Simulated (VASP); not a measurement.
Data:

```xyz
3
Lattice="1.9363 -3.3538 0.0000 1.9363 3.3538 0.0000 0.0000 0.0000 6.8955" Properties=species:S:1:pos:R:3 pbc="T T T"
Sn     0.0000     0.0000     6.8955
Se     1.9363     1.1179     1.5951
Se     1.9363    -1.1179     5.3005
```

All values below come from PBE GGA, VASP's PBE PAW potentials (set 64) (plane waves; VASP 6.6.1). Run with 480 eV cut-off, 6×6×4 Γ-centred mesh, Gaussian smearing of 0.050 eV, potentials Sn_d Se.

Without a dispersion term in the relaxation, distances and binding between the weakly bound layers, chains or molecules are unreliable, and so is what depends on them.

Each relaxation starts from this cell; other phases were not tried.

Problem. The cell is relaxed at 1 GPa. What happens?

Solution. The volume per atom goes from 29.85 to 27.11 Å³ (-9.2 %), and the cell becomes a = 3.8611 Å, b = 3.8611 Å, c = 6.2983 Å, α = 90.00°, β = 90.00°, γ = 120.00°, space group P-3m1. The gap on the mesh goes from 0.69 to 0.73 eV.

Problem. The cell is relaxed at 2 GPa. What happens?

Solution. The volume per atom goes from 29.85 to 25.99 Å³ (-13.0 %), and the cell becomes a = b = 3.8455 Å, c = 6.0873 Å, α = β = 90.00°, γ = 120.00°, space group P-3m1. The gap on the mesh goes from 0.69 to 0.68 eV.

Failed runs are left out, and for metals the shear rows, which the mesh's noise covers.

The compound is SnSe2 in the 1T layered structure.
